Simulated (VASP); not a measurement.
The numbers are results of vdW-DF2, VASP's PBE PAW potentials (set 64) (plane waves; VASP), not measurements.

The input files of a VASP run:

**INCAR**
```
! general
SYSTEM   = Hf
PREC     = Accurate
ENCUT    = 520
LREAL    = .FALSE.   ! projection in real space or not
LASPH    = .TRUE.   ! aspherical one-centre terms

! electronic loop
EDIFF    = 1E-6   ! SCF stop (eV)
NELM     = 100   ! most electronic steps
ALGO     = Normal   ! blocked Davidson
LMAXMIX  = 6   ! l cut-off of mixed one-centre charges

! smearing
ISMEAR   = 1   ! Methfessel-Paxton
SIGMA    = 0.1   ! width (eV)

! functional
GGA      = ML
LUSE_VDW = .TRUE.
AGGAC    = 0.0
ZAB_VDW  = -1.8867

! ions
IBRION   = 2
NSW      = 60
ISIF     = 3   ! ions, shape and volume
EDIFFG   = -0.01   ! ionic stop

! output
LWAVE    = .FALSE.
LCHARG   = .FALSE.
```

**KPOINTS**
```
kpoints
0
gamma
 12 12 7
```

**POSCAR**
```
Hf
1
    1.5950000000    -2.7626210000     0.0000000000
    1.5950000000     2.7626210000     0.0000000000
    0.0000000000     0.0000000000     5.0500000000
Hf
2
Direct
  0.3333330000   0.6666670000   0.2500000000
  0.6666670000   0.3333330000   0.7500000000
```

POTCAR, in this order: Hf_pv (PBE.64 set). Program: vasp_std.

Energy and stress use the plane-wave basis of the starting cell. Unless said otherwise, spin-orbit coupling is left out, though it shifts the bands of the heavy elements here.

**Question.** Predict the energy per atom (σ→0), volume per atom, band gap (on the k-mesh).

**Answer.** 
| Quantity | Result |
|---|---|
| energy per atom (σ→0) | -6.587 eV/atom |
| band gap (on the k-mesh) | none (metal, semimetal or under 0.01 eV) |
| volume per atom | 23.48 Å³/atom |

**OSZICAR**
```
...
   4 F= -.13173051E+02 E0= -.13173057E+02  d E =-.461812E-01
       N       E                     dE             d eps       ncg     rms          rms(c)
DAV:   1    -0.131731318095E+02   -0.81637E-04   -0.41992E-03  2140   0.536E-01    0.586E-02
DAV:   2    -0.131730874780E+02    0.44332E-04   -0.67973E-05  2848   0.649E-02    0.246E-02
DAV:   3    -0.131730742240E+02    0.13254E-04   -0.16639E-05  2910   0.272E-02    0.211E-02
DAV:   4    -0.131730720593E+02    0.21647E-05   -0.47694E-06  2786   0.150E-02    0.945E-03
DAV:   5    -0.131730719503E+02    0.10908E-06   -0.23111E-07  1244   0.394E-03
   5 F= -.13173072E+02 E0= -.13173085E+02  d E =-.208430E-04
```

The compound is Hf in the hcp structure. This run relaxes it. Symmetry was kept, so distortions that lower it aren't found.
